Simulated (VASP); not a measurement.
# Pressure and energy of triclinic CuWO4 against volume at fixed fractional positions: PBEsol without spin polarisation

Copper tungstate is studied as a light-absorbing photoanode for splitting water, and in a film or a pressed electrode it is seldom free of stress. Relating a stress to a change of volume, and to the elastic energy stored, requires the equation of state. The question here is how pressure and energy change when the P-1 cell is scaled evenly about equilibrium. Seven volumes are calculated with PBEsol for a static lattice. Volume changes are measured from the fitted minimum at 11.02 Å³ per atom, energies from the lowest calculated point, and positive pressure means compression. The atoms keep their fractional positions, so the curve describes a uniformly scaled crystal and not one whose atoms have settled under load.

## Method

A cell from a diffraction database, relaxed at this level and then scaled evenly, fractional positions kept. VASP 6.6.1, plane waves with PAW, PBEsol, cutoff 520 eV, k mesh 4×4×4, no spin polarisation, no spin-orbit coupling, static lattice. A Birch-Murnaghan fit to the energies has its minimum at 11.02 Å³ per atom.

Notes on method and selection:

- The pressure is that of a finite plane-wave basis, so it need not vanish exactly at the minimum of the energy.
- Only series whose fit has its minimum inside the range and an error under 0.5 meV per atom are shown.
- Where rows or columns differ in functional or spin-orbit coupling, non-spherical gradient terms in the PAW spheres (LASPH) may be on in some and off in others.
- Runs that did not converge, have known faults or may not be shown are not listed, and runs on Ansatz's PAW sets soft_1 and soft_2 are kept to separate tables.

Columns:

- volume change (%): volume relative to the fitted equilibrium volume.
- pressure (GPa): pressure from the stress tensor (positive: compressed).
- energy (meV/atom): energy per atom above the lowest point of the series.

## The series

```
member    volume change (%)  pressure (GPa)  energy (meV/atom)
10.35 Å³  −6.12              17.75           35.7
10.57 Å³  −4.12              11.19           15.6
10.79 Å³  −2.12              5.33            4.0
11.01 Å³  −0.12              0.04            0.0
11.23 Å³  1.87               −4.67           2.9
11.45 Å³  3.87               −8.88           11.9
11.67 Å³  5.87               −12.65          26.4
```

Least-squares fits to the whole series, with x = volume change (%); R² and errors in the fitted variable (y, or ln y where the fit is in ln y):

```
y                  members  fit                                  R²    rms residual  leave-one-out rms  the same for the mean of the others
pressure (GPa)     7        y = −0.2636 − 2.509 x + 0.06947 x²   1.00  0.048         0.13               12
energy (meV/atom)  7        y = −0.07121 − 0.4348 x + 0.8637 x²  1.00  0.69          1.9                14
```

## Mechanism

The pressure falls at every step, from 17.75 GPa at −6.12 % to −12.65 GPa at 5.87 %. The steps shrink along the way: 6.56, 5.86, 5.29, 4.71, 4.21 and 3.77 GPa, each for about 2 % of volume. The first is 6.56 / 3.77 = 1.74 times the last, so the crystal stiffens under compression and softens under expansion.

The bulk modulus is B = −V dP/dV. Across the two rows on either side of equilibrium the slope is (5.33 + 4.67) / (1.87 + 2.12) = 2.51 GPa per per cent, which makes B = 2.51 × 100 = 251 GPa. Its rise with pressure follows from the outermost steps, with each slope per per cent multiplied by the volume at mid-step, in per cent of the equilibrium volume. The mid-step volume changes are (−6.12 − 4.12) / 2 = −5.12 % and (3.87 + 5.87) / 2 = 4.87 %. B is (100 − 5.12) × 6.56 / (6.12 − 4.12) = 311 GPa at a mean pressure of (17.75 + 11.19) / 2 = 14.5 GPa, and (100 + 4.87) × 3.77 / (5.87 − 3.87) = 198 GPa at (−8.88 − 12.65) / 2 = −10.8 GPa. The rise is (311 − 198) / (14.5 + 10.8) = 4.5 GPa per GPa, which is ordinary for a solid.

The energy shows the same asymmetry. Divided by the square of the volume change, it is 35.7 / 6.12² = 0.95 meV per atom per square per cent at the smallest volume and 26.4 / 5.87² = 0.77 in the same unit at the largest. The general reason is that the repulsion between overlapping electron shells grows steeply as bonds shorten, while the attraction that holds the crystal together varies more gently with distance.

A modulus of 251 GPa is nevertheless high for a tungstate of this structural family; measured moduli in the family are well below it. The frozen positions act in the right direction. Even scaling shortens every bond by the same fraction, about 2 % at the smallest volume, including the short, strong W–O bonds. In a real crystal the polyhedra can tilt and the longer, weaker Cu–O contacts can take up more of the strain. The forces on the atoms grow steadily away from equilibrium, which shows that some relaxation is being held back, though not which bonds would take it up. Keeping the cell shape adds to the stiffness, since the stress in the scaled cells is not isotropic. How much of the excess these two constraints explain cannot be read from the table.

## Outliers

Largest departures from the fit to the whole series:

```
member    pressure (GPa)  fit     computed − fit  in rms residuals
10.57 Å³  11.19           11.25   −0.06           1.3
10.35 Å³  17.75           17.69   +0.06           1.2
11.45 Å³  −8.88           −8.93   +0.05           1.1
11.67 Å³  −12.65          −12.60  −0.05           1.1
```

The pressures stay close to a quadratic in the volume change. The largest departures, +0.06 GPa at 10.35 Å³ and −0.06 GPa at 10.57 Å³, are only 1.2 and 1.3 times the rms residual. With +0.05 GPa at 11.45 Å³ and −0.05 GPa at 11.67 Å³ they form the regular pattern left by a missing cubic term, not scatter between runs.

The energy parabola is cruder, for the same reason. At 11.23 Å³ it gives 2.1 meV per atom against 2.9 calculated, and its minimum falls at 0.4348 / (2 × 0.8637) = 0.25 % instead of zero. It should not be used to locate the equilibrium volume.

The row at 11.01 Å³ has a different peculiarity. It is compressed by 0.12 %, which at 2.51 GPa per per cent should give 0.30 GPa, yet the stress tensor gives 0.04 GPa. The shortfall of 0.26 GPa has the sign expected of a finite plane-wave basis, which makes the calculated pressure too low.

## Problems

**Which volume corresponds to a pressure of 8 GPa?**

The target lies between the rows at 5.33 and 11.19 GPa. The fraction of the interval is (8 − 5.33) / (11.19 − 5.33) = 0.46, so the volume change is −2.12 − 0.46 × 2.00 = −3.04 %. The volume is 11.02 × (1 − 3.04 / 100) = 10.68 Å³ per atom. This uses the tabulated pressures as they stand; correcting their small offset would make the volume slightly larger. A crystal free to relax its atoms would shrink further at this pressure.

**Do the energies confirm the offset in the pressure?**

The mean pressure over an interval equals the fall in energy divided by the rise in volume, with 1 meV/Å³ = 0.1602 GPa. From −4.12 to −0.12 % the energies give 15.6 × 100 / ((4.12 − 0.12) × 11.02) × 0.1602 = 5.67 GPa. Simpson's rule on the tabulated pressures gives (11.19 + 4 × 5.33 + 0.04) / 6 = 5.43 GPa, which is 0.24 GPa lower. From −0.12 to 3.87 % the energies give −11.9 × 100 / ((3.87 + 0.12) × 11.02) × 0.1602 = −4.34 GPa and Simpson's rule gives (0.04 − 4 × 4.67 − 8.88) / 6 = −4.59 GPa, a gap of 0.25 GPa in the same direction. The offset is therefore real and nearly constant over this range.

**Is relaxing to zero stress good enough for the equilibrium volume?**

Just above −0.12 % the pressure falls by (0.04 + 4.67) / (1.87 + 0.12) = 2.37 GPa per per cent. It reaches zero at −0.12 + 0.04 / 2.37 = −0.10 %. The volume error is about 0.01 Å³ per atom, which is negligible for most purposes.

## What to take away

Between −6.12 and 5.87 % the pressure of the uniformly scaled cell can be interpolated safely, and from −4.12 to 3.87 %, where this was checked, a constant offset of about a quarter of a GPa brings it into line with the energies. Such smoothness was a condition for showing the series, so it is no measure of how often these curves succeed.

For the real crystal, relaxing positions and cell shape would lower the energy of the strained cells and reduce the modulus. Thermal and zero-point motion would normally add a positive pressure and enlarge the equilibrium volume. The calculation also makes CuWO4 a metal, whereas the real compound is a semiconductor with an unpaired electron on each Cu²⁺ ion. Local moments usually favour a somewhat larger volume, which would raise the pressure at a given volume; the size of that shift is not shown in the table.

[Logs are printed without paths, hosts, clocks, repeated set-up lines and the standing remarks that a program may print on its own settings, such as how far it seeks lower states.]
